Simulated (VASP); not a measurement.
Energy against volume of W (bcc). Method: revPBE GGA, VASP's PBE PAW potentials (set 64) (plane waves; VASP). Numerical set-up: 520 eV cut-off, 16×16×16 Γ-centred mesh, first-order Methfessel-Paxton smearing of 0.10 eV, potentials W_sv.

```tsv
V (Å³/atom)	E (eV/atom)
15.347	-12.45881
15.837	-12.50267
16.327	-12.51494
16.816	-12.50073
```

### Question
Fit these four points and predict the energy of the run at 17.306 Å³/atom.

### Answer
A cubic in V^(−2/3), the third-order Birch-Murnaghan form, passes through the four points with V0 = 16.29 Å³/atom and B0 = 291 GPa, and gives -12.4642 eV/atom there. The run gave -12.4638 eV/atom, +0.4 meV/atom from the fit; all five points give B0 = 293 GPa.

The compound is W in the bcc structure. It was relaxed first.
